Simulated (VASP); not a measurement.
Consider the following.

```
CELL_PARAMETERS angstrom
      3.42897     0.00000     0.00000
      0.00000     3.42897     0.00000
      0.00000     0.00000     3.42897
ATOMIC_POSITIONS crystal
  Si 0.00000 0.00000 0.00000
  Ni 0.00000 0.50000 0.50000
  Ni 0.50000 0.00000 0.50000
  Ni 0.50000 0.50000 0.00000
```

The numbers are results of LDA (Ceperley-Alder, Perdew-Zunger), VASP's LDA PAW potentials (set 64) (plane waves; VASP), not measurements. Settings: 520 eV cut-off, 10×10×10 Γ-centred mesh, tetrahedra with Blöchl corrections, potentials Si Ni.

Tabulate the total density of states (states/eV per cell) against energy (eV; zero at the valence-band maximum or, without a gap, the Fermi level).

```
E (eV)  DOS (states/eV)
------  ---------------
-9.96              0.78
-9.37              0.72
-8.78              0.77
-8.31              0.00
-7.73              0.21
-7.14              0.55
-6.67              1.00
-6.08              1.71
-5.50              1.91
-4.91              1.46
-4.33              4.40
-3.86              5.57
-3.27              7.38
-2.69              4.56
-2.22              4.87
-1.63              7.35
-1.04              8.30
-0.46              3.97
0.13               0.55
0.60               1.51
1.19               1.71
1.77               1.20
2.24               1.08
2.83               1.00
3.41               0.68
```
Within 2 eV below the Fermi level the largest weight inside VASP's projection spheres is Ni d.

The compound is Ni3Si in the L1_2 structure. It was relaxed first, which changed the volume by -7 %. The run is not spin-polarised, so no magnetic state was tried.
